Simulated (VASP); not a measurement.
The system is GaCuSe2.

```
Ga Cu Se
1.0
    -2.78830    2.78830    5.54007
     2.78830   -2.78830    5.54007
     2.78830    2.78830   -5.54007
Ga Cu Se
2 2 4
Cartesian
  0.0000 0.0000 5.5401
  2.7883 0.0000 2.7700
  0.0000 0.0000 0.0000
  0.0000 2.7883 2.7700
  1.3507 1.3941 1.3850
  -1.3941 1.4376 4.1551
  1.4376 1.3941 6.9251
  4.1824 1.3507 -1.3850
```

Program: VASP 6.6.1. Alike in all runs: task band structure; potentials or basis VASP PAW PBE potentials, release 64 (Ga_d, Cu, Se); cell as given; k mesh 10 × 10 × 10; cutoff (eV) 520; smearing methfessel-paxton 0.1 eV. Hardware: 4 MPI ranks on Intel(R) Xeon(R) 6975P-C (Granite Rapids) (shared host).

Problem. Order these runs on this cell by their wall time, lowest first.
A. level PBE; spin SOC, no magnetisation
B. level r2SCAN; spin off
C. level PBE; spin off

Solution. C (610 s), B (1900 s), A (4400 s).
